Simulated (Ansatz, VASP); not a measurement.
# One calculation of Sr2C, two programs

```
CELL_PARAMETERS angstrom
0.00000 3.37439 3.37439
3.37439 0.00000 3.37439
3.37439 3.37439 0.00000
ATOMIC_POSITIONS crystal
C 0.00000 0.00000 0.00000
Sr 0.25000 0.25000 0.25000
Sr 0.75000 0.75000 0.75000
```

Alike in both runs: functional PBE; k mesh 8 × 8 × 8; occupations fermi-dirac, width 0.05 eV; no spin polarisation.

Ansatz relaxed the structure, and its values are those at the end. VASP's run is a single point on that final structure, the one shown.

|  | VASP | Ansatz |
| --- | --- | --- |
| version | VASP 6.6.1 | Ansatz 0.2.0 |
| potentials or method | VASP PAW PBE potentials, release 64 (C, Sr_sv) | PAW with Ansatz's default frozen-core files, scalar-relativistic |
| plane-wave cutoff (eV) | 520 | 420 |
| valence electrons in the cell | 24 | 24 |

Ansatz gave:

| Quantity | Value |
| --- | --- |
| pressure (GPa) | 0.0 |

**Question.** Which values does VASP return?

**Answer.** Pressure (GPa): 0.2.

The functional is the same, so the differences come from potentials, cutoffs and numerics.
